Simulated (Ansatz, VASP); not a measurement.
# Cross-check of TiTc between VASP and Ansatz, part 2 of 2

Wanted: the spread between two codes on one cell, functional and k mesh. Of the first pair: The two relaxations start from unlike cells of this crystal (the structure described is Ansatz's start), so only their ends are compared.

VASP 6.6.1 and Ansatz 0.2.0.

So far: The starting structure; VASP: relaxation of cell and atoms, PBEsol; Ansatz: relaxation of cell and atoms, PBEsol; Differences.

### 5. VASP: zone-centre phonons, PBEsol

Level of this step: PBEsol; plane waves and PAW (Ti_sv, Tc_pv) (VASP).

Second derivatives magnify differences that forces hide, and they need a tight electronic threshold.

INCAR

```
SYSTEM = TiTc
PREC = Accurate
ENCUT = 500
EDIFF = 1E-08
NELM = 120
ISMEAR = -1
SIGMA = 0.1
LREAL = .FALSE.
ALGO = Normal
GGA = PS
NBANDS = 18
LASPH = .TRUE.
LORBIT = 11
LWAVE = .FALSE.
LCHARG = .FALSE.
ISIF = 2
IBRION = 8
GGA_COMPAT = .FALSE.
KPAR = 2
```

POSCAR

```
TiTc
1.0
    3.0688300786      0.0000000000      0.0000000000
    0.0000000000      3.0688300786      0.0000000000
    0.0000000000      0.0000000000      3.0688300786
Ti Tc
1 1
Direct
    0.5000000000      0.5000000000      0.5000000000
    0.0000000000      0.0000000000      0.0000000000
```

KPOINTS

```
Automatic mesh
0
Gamma
16 16 16
0 0 0
```

Potentials, in the order of the species: Ti_sv and Tc_pv (PBE family, release 64).

Run with:

```bash
$ mpirun -np 2 vasp_std
```

Numbers of over 12 decimals in the logs are rounded to 6 here.

Output:

```text
[banner, memory and clock lines left out]
running    2 mpi-ranks, on    1 nodes
[...]
[... a notice as in an earlier step ...]

 LDA part: xc-table for (Slater+PW92), standard interpolation
 POSCAR, INCAR and KPOINTS ok, starting setup
[...]
entering main loop
       N       E                     dE             d eps       ncg     rms          rms(c)
DAV:   1     0.290662877546E+03    0.29066E+03   -0.13433E+04  6076   0.156E+03
DAV:   2    -0.306530123516E+01   -0.29373E+03   -0.28868E+03  6160   0.458E+02
DAV:   3    -0.219353609988E+02   -0.18870E+02   -0.18424E+02 10244   0.112E+02
DAV:   4    -0.225992094870E+02   -0.66385E+00   -0.66208E+00  6840   0.173E+01
[...]
DAV:  16    -0.206027778933E+02   -0.36659E-07   -0.51307E-09  3594   0.675E-04    0.143E-04
DAV:  17    -0.206027779062E+02   -0.12913E-07   -0.16794E-09  3178   0.315E-04    0.424E-05
DAV:  18    -0.206027779035E+02    0.26839E-08   -0.33275E-10  3126   0.166E-04
   1 F= -.20602778E+02 E0= -.20574959E+02  d E =-.556380E-01
[...]
RMM:  27    -0.586760998402E+00   -0.57435E-08   -0.35694E-07 19138   0.291E-04    0.185E-05
RMM:  28    -0.586761005071E+00   -0.66695E-08   -0.29780E-07 18763   0.274E-04    0.196E-05
RMM:  29    -0.586761010712E+00   -0.56404E-08   -0.27116E-07 18216   0.259E-04    0.206E-05
 first order change of Fermi-energy  -0.81755E-03
 force on displaced ion       1 direction 1 :  -8.654   0.000  -0.000
 Linear response progress:
  Degree of freedom:   2/  2
       N       E                     dE             d eps       ncg     rms          rms(c)
RMM:   1    -0.885848605219E+00   -0.88585E+00   -0.41780E+00 16133   0.336E+01
RMM:   2    -0.980533967618E+00   -0.94685E-01   -0.16242E-01 24509   0.269E+00    0.178E-01
RMM:   3    -0.978678286306E+00    0.18557E-02   -0.79319E-03 27476   0.640E-01    0.100E-01
RMM:   4    -0.977136234522E+00    0.15421E-02   -0.20003E-03 29656   0.257E-01    0.292E-02
[...]
RMM:  20    -0.977133252048E+00    0.70222E-07   -0.14905E-07 30902   0.208E-04    0.741E-06
RMM:  21    -0.977133259893E+00   -0.78447E-08   -0.12210E-07 33545   0.176E-04    0.852E-06
RMM:  22    -0.977133254264E+00    0.56282E-08   -0.99696E-08 31281   0.154E-04    0.113E-05
 first order change of Fermi-energy   0.87816E-03
 force on displaced ion       2 direction 1 :  -8.646  -0.000   0.000
 Linear response finished
```

OUTCAR, selected parts (step 5):

```text
  Total       -0.0629678     -0.0629678     -0.0629678     -0.0000000      0.0000000     -0.0000000
  in kB       -3.4906829     -3.4906829     -3.4906829     -0.0000000      0.0000000     -0.0000000
  external PRESSURE =      -3.4906829 kB  Pullay stress =       0.0000000 kB

 POSITION                                       TOTAL-FORCE (eV/Angst)
 -----------------------------------------------------------------------------------
      1.53442      1.53442      1.53442         0.000000      0.000000      0.000000
      0.00000      0.00000      0.00000         0.000000      0.000000      0.000000
 -----------------------------------------------------------------------------------
    total drift:                                0.000000      0.000000     -0.000000

[... 2 further parts left out ...]
```

### 6. Ansatz: zone-centre phonons, PBEsol

The same cell, functional, mesh and smearing now go to Ansatz, which takes its cutoff from its data sets.

The cell is taken from a series of runs on this material, whose earlier steps may have relaxed, scaled, displaced or heated it; both programs get it as it stands.

input.yaml

```yaml
crystal:
  lattice:
    - [3.0688300786, 0.0, 0.0]
    - [0.0, 3.0688300786, 0.0]
    - [0.0, 0.0, 3.0688300786]
  atoms:
    - { symbol: Ti, position: [0.5, 0.5, 0.5] }
    - { symbol: Tc, position: [0.0, 0.0, 0.0] }
kpoints:
  mp_grid: { grid: [16, 16, 16] }
hamiltonian:
  xc: pbesol
scf:
  occupations: { method: fermi_dirac, width: 0.1 }
output:
  eigenvalues: true
phonons:
  method: dfpt
  qpoints:
    - [0, 0, 0]
    - [0.0, 0.0625, 0.0]
    - [0.0, 0.1875, 0.0]
    - [0.0, 0.3125, 0.0]
    - [0.0, 0.4375, 0.0]
  masses: [{ species: Tc, mass: 97.907 }]
```

Run with:

```bash
$ ansatz run input.yaml --threads 4 --pin off --max-ram 8192MiB --backend cpu --events-out ev --progress --plain --runs-dir out
```

Output:

```text
[...]
Crystal: 2 atoms, lattice volume = 28.901 Å³
Basis set: ecut = 500 eV, 739 PW (Γ), exchange–correlation on 48×48×48 points (8 copies of the dense FFT grid, shifted against one another)
Bands: 18, of which v1, the nominal top of the filled ones, is band 14 counted from 1 (13 counted from 0)
Symmetry: 48 space group operations
k-points: 165 of 4096
[...]
q = [0, 0, 0] (of the zone-centre solve; hermiticity 2.39e-7, symmetrization 2.61e-13): -0.00 -0.00 -0.00 269.92 269.92 269.92
  q = [0, 0.0625, 0] (4 solved perturbations in 4032 linear systems a pass and spin channel, the states on 1296 of 4096 k-point pairs; hermiticity 4.20e-7, symmetrization 1.98e-11): 18.35 18.35 45.00 267.02 267.02 270.68
[...]
sum rule: each row above includes the acoustic sum rule's correction from the zone centre's row sums; it moved no ω² by more than (0.98 cm⁻¹)²
[key lines of the parts left out:]
SCF converged after 8 iterations
Free energy (F): -7812.592627 eV
Fermi energy:    18.787676 eV
```

### 7. Side by side

What differs besides the data sets and the points named for the pairs above, as far as they apply: the data sets hold 27 valence electrons in Ansatz (on its default PAW (the set named soft_2) files) and 25 in VASP. Total energies have different zeros and are not compared.

Compared:

| quantity | Ansatz | VASP | difference |
| --- | --- | --- | --- |
| optical mode 1 to 3 (cm⁻¹) | 269.9 | 270.0 | -0.05 % |

Modes are paired by rising frequency, not by their patterns, so a pair may set unlike modes beside each other; they are those without the splitting of longitudinal modes.

### 8. Summary of results

- difference in volume (relaxation of cell and atoms, PBEsol): 0.18 %
- r.m.s. difference of the optical zone-centre modes, each program's sorted by frequency (zone-centre phonons, PBEsol): 0.12 cm⁻¹

The difference in volume is 0.18 % (relaxation of cell and atoms, PBEsol), within the 1.2 % picked in this series as the mark of a large difference, as far as the stopping tolerances let one tell. The data sets hold unlike numbers of valence electrons (27 in Ansatz and 25 in VASP), so part of the differences comes from the potentials. How closely two codes agree says nothing of how well the functional describes the real material.

[Lines on the potential files, build, host, timing and source positions are cut from VASP's logs without a mark.]

[Logs are printed without paths, hosts, clocks, repeated set-up lines and the standing remarks that a program may print on its own settings, such as how far it seeks lower states.]

[Hosts, paths, dates, database ids (printed as entryN), source tags and the programs' standing remarks are cut or masked in the printed files.]
